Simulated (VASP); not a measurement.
These are PBEsol GGA, VASP's PBE PAW potentials (set 64) (plane waves; VASP) values and carry that method's errors.

VASP ran on this input.

**KPOINTS**
```
Regular mesh
0
Gamma
 5 6 1
```

**POSCAR**
```
BP(110) slab
1
    4.5210731823     0.0000000000     0.0000000000
    0.0000000000     3.1968817180     0.0000000000
    0.0000000000     0.0000000000    24.5281106194
P B
6 6
Direct
  0.2452765962   0.0000000000   0.6686376549
  0.2621576436   0.0000000000   0.5330032786
  0.7672066763   0.5000000000   0.5980074850
  0.2672066763   0.0000000000   0.4019925150
  0.7621576436   0.5000000000   0.4669967214
  0.7452765962   0.5000000000   0.3313623451
  0.4532246907   0.5000000000   0.6488713327
  0.0109365812   0.0000000000   0.5982528970
  0.5111978120   0.5000000000   0.5322002172
  0.0111978120   0.0000000000   0.4677997828
  0.5109365812   0.5000000000   0.4017471030
  0.9532246907   0.0000000000   0.3511286673
```

INCAR:
```
! general
SYSTEM = BP(110) slab
PREC   = Normal
ENCUT  = 450   ! plane-wave cut-off (eV)
LREAL  = F   ! projection in real space or not
LASPH  = T   ! aspherical one-centre terms

! electronic loop
EDIFF  = 1E-6
NELM   = 100   ! most electronic steps
NELMIN = 4
ALGO   = Normal

! smearing
ISMEAR = 0   ! Gaussian
SIGMA  = 0.05   ! width (eV)

! functional
GGA    = PS

! output
LWAVE  = F
LCHARG = F
LORBIT = 11
LVHAR  = T

! other
LDIPOL = T
IDIPOL = 3
DIPOL  = 0.5 0.5 0.5
```

POTCAR, in this order: P B (PBE.64 set). Program: vasp_std. Read from the step before: WAVECAR.

What VASP printed:

### OSZICAR
```
       N       E                     dE             d eps       ncg     rms          rms(c)
DAV:   1    -0.780720297255E+02   -0.78072E+02   -0.31203E-06   771   0.109E-02    0.241E-03
DAV:   2    -0.780720294809E+02    0.24462E-06   -0.72138E-07   596   0.615E-03    0.116E-03
DAV:   3    -0.780720294565E+02    0.24403E-07   -0.38458E-07   540   0.330E-03    0.101E-03
DAV:   4    -0.780720294780E+02   -0.21571E-07   -0.10883E-07   435   0.193E-03
   1 F= -.78072029E+02 E0= -.78072029E+02  d E =-.304107E-09
```

### OUTCAR
```
------------------------ aborting loop because EDIFF is reached ----------------------------------------
  FORCE on cell =-STRESS in cart. coord.  units (eV):
  Direction    XX          YY          ZZ          XY          YZ          ZX
  --------------------------------------------------------------------------------------
  Total        1.7550019     -1.5907211     -0.2354536      0.0000000      0.0000000      0.0000000
  in kB        7.9315116     -7.1890652     -1.0641031      0.0000000      0.0000000      0.0000000
  external PRESSURE =      -0.1072189 kB  Pullay stress =       0.0000000 kB
  volume of cell :      354.51
      direct lattice vectors                 reciprocal lattice vectors
     4.521073182  0.000000000  0.000000000     0.221186422  0.000000000  0.000000000
     0.000000000  3.196881718  0.000000000     0.000000000  0.312804817  0.000000000
     0.000000000  0.000000000 24.528110619     0.000000000  0.000000000  0.040769549
 POSITION                                       TOTAL-FORCE (eV/Angst)
 -----------------------------------------------------------------------------------
      1.10891      0.00000     16.40042         0.018748      0.000000     -0.012622
      1.18523      0.00000     13.07356        -0.013193      0.000000      0.013191
      3.46860      1.59844     14.66799         0.002960      0.000000     -0.016635
      1.20806      0.00000      9.86012         0.002960      0.000000      0.016635
      3.44577      1.59844     11.45455        -0.013193      0.000000     -0.013191
      3.36945      1.59844      8.12769         0.018748      0.000000      0.012622
      2.04906      1.59844     15.91559         0.007006      0.000000     -0.011923
      0.04945      0.00000     14.67401        -0.007736      0.000000      0.007518
      2.31116      1.59844     13.05387        -0.007784      0.000000      0.001384
      0.05063      0.00000     11.47424        -0.007784      0.000000     -0.001384
      2.30998      1.59844      9.85410        -0.007736      0.000000     -0.007518
      4.30960      0.00000      8.61252         0.007006      0.000000      0.011923
 -----------------------------------------------------------------------------------
    total drift:                               -0.001846     -0.000000      0.000008
  FREE ENERGIE OF THE ION-ELECTRON SYSTEM (eV)
  ---------------------------------------------------
  free  energy   TOTEN  =       -78.0720294780 eV

  energy  without entropy=      -78.0720294777  energy(sigma->0) =      -78.07202948

 total charge

# of ion       s       p       d       tot
------------------------------------------
    1        1.036   1.519   0.000   2.555
    2        0.992   1.575   0.000   2.567
    3        0.994   1.591   0.000   2.585
    4        0.994   1.591   0.000   2.585
    5        0.992   1.575   0.000   2.567
    6        1.036   1.519   0.000   2.555
    7        0.719   1.120   0.000   1.839
    8        0.668   1.235   0.000   1.903
    9        0.668   1.260   0.000   1.929
   10        0.668   1.260   0.000   1.929
   11        0.668   1.235   0.000   1.903
   12        0.719   1.120   0.000   1.839
--------------------------------------------------
tot         10.153  16.601   0.000  26.755
```
(Selected blocks of OUTCAR.)

At this cut-off the stress carries a Pulay error, which pulls relaxed volumes low.

The cell is a thin slab with vacuum, built from BP (zinc blende): (110) face.
